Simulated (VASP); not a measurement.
Output of a VASP run:

OSZICAR:
```
       N       E                     dE             d eps       ncg     rms          rms(c)
DAV:   1     0.954041317339E+02    0.95404E+02   -0.79498E+03   528   0.101E+03
DAV:   2    -0.206834272667E+01   -0.97472E+02   -0.93784E+02   595   0.272E+02
DAV:   3    -0.579902872669E+01   -0.37307E+01   -0.37233E+01   590   0.559E+01
DAV:   4    -0.581681011434E+01   -0.17781E-01   -0.17780E-01   610   0.376E+00
DAV:   5    -0.581691485747E+01   -0.10474E-03   -0.10474E-03   575   0.259E-01    0.679E+00
DAV:   6    -0.566036488368E+01    0.15655E+00   -0.65259E-02   700   0.339E+00    0.638E+00
DAV:   7    -0.544343128502E+01    0.21693E+00   -0.85246E-01   600   0.112E+01    0.476E+00
DAV:   8    -0.544535092555E+01   -0.19196E-02   -0.15969E-01   545   0.628E+00    0.649E-01
DAV:   9    -0.544308639546E+01    0.22645E-02   -0.71727E-03   595   0.139E+00    0.429E-01
DAV:  10    -0.544251520835E+01    0.57119E-03   -0.52161E-03   560   0.956E-01    0.106E-01
DAV:  11    -0.544239520709E+01    0.12000E-03   -0.77240E-04   555   0.365E-01    0.735E-02
DAV:  12    -0.544242325178E+01   -0.28045E-04   -0.50129E-05   540   0.605E-02    0.301E-02
DAV:  13    -0.544243218405E+01   -0.89323E-05   -0.12311E-05   610   0.270E-02    0.119E-02
DAV:  14    -0.544243229021E+01   -0.10616E-06   -0.14732E-06   315   0.204E-02
   1 F= -.54424323E+01 E0= -.54424323E+01  d E =-.151110E-14
```

### OUTCAR
```
------------------------ aborting loop because EDIFF is reached ----------------------------------------
  FORCE on cell =-STRESS in cart. coord.  units (eV):
  Direction    XX          YY          ZZ          XY          YZ          ZX
  --------------------------------------------------------------------------------------
  Total        1.2822983      1.2822983      1.2822983      0.0000000      0.0000000      0.0000000
  in kB       37.1102185     37.1102185     37.1102185      0.0000000      0.0000000      0.0000000
  external PRESSURE =      37.1102185 kB  Pullay stress =       0.0000000 kB
  volume of cell :       55.36
      direct lattice vectors                 reciprocal lattice vectors
     0.000000000  3.025000000  3.025000000    -0.165289256  0.165289256  0.165289256
     3.025000000  0.000000000  3.025000000     0.165289256 -0.165289256  0.165289256
     3.025000000  3.025000000  0.000000000     0.165289256  0.165289256 -0.165289256
  FREE ENERGIE OF THE ION-ELECTRON SYSTEM (eV)
  ---------------------------------------------------
  free  energy   TOTEN  =        -5.4424322902 eV

  energy  without entropy=       -5.4424322902  energy(sigma->0) =       -5.44243229
```
(Selected blocks of OUTCAR.)

**POSCAR**
```
CdSe
1
    0.0000000000     3.0250000000     3.0250000000
    3.0250000000     0.0000000000     3.0250000000
    3.0250000000     3.0250000000     0.0000000000
Cd Se
1 1
Direct
  0.0000000000   0.0000000000   0.0000000000
  0.2500000000   0.2500000000   0.2500000000
```

### Question
Write an INCAR and KPOINTS that could have produced this output.

### Answer
One answer among several that fit: the input of the run itself, PBE GGA, plane waves, VASP's PBE PAW potentials (set 64).

### INCAR
```
SYSTEM = CdSe
PREC = Accurate
ENCUT = 400
EDIFF = 1E-6
NELM = 100
ALGO = Normal
LREAL = .FALSE.
LASPH = .TRUE.
ISMEAR = 0
SIGMA = 0.05
GGA = PE
LMAXMIX = 4
LWAVE = .FALSE.
LCHARG = .FALSE.
ISIF = 2
AMIX = 0.1
BMIX = 3.0
IMIX = 4
```

File KPOINTS:
```
kpoints
0
G
 7 7 7
0 0 0
```

POTCAR, in this order: Cd Se (PBE.64 set). Program: vasp_std.

The compound is CdSe in the zinc blende structure, whereas wurtzite is the usual form. The cell was not relaxed at this level. The run is one of a series of settings (AMIX = 0.1, BMIX = 3.0, IMIX = 4 against the base run), some of them coarse on purpose.
